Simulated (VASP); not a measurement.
Consider the following.

```yaml
crystal:
  lattice:
    - [1.56001, -2.70202, 0.00000]
    - [1.56001, 2.70202, 0.00000]
    - [0.00000, 0.00000, 4.99454]
  atoms:
    - { symbol: Al, position: [0.66667, 0.33333, 0.50002] }
    - { symbol: Al, position: [0.33333, 0.66667, 0.00002] }
    - { symbol: N, position: [0.66667, 0.33333, 0.88198] }
    - { symbol: N, position: [0.33333, 0.66667, 0.38198] }
```

Method: vdW-DF-cx, VASP's PBE PAW potentials (set 64) (plane waves; VASP). Settings: 520 eV cut-off, Gaussian smearing of 0.050 eV, potentials Al N.

Task: Predict the band gap (along the path) with the smallest direct gap where there is one.

Result: 
```json
{
  "band gap (along the path)": "4.16 eV",
  "smallest direct gap (along the path)": "4.16 eV"
}
```

The absolute energy has meaning only against runs of the same code, potentials and settings.

The compound is AlN in the wurtzite structure. It was relaxed first.
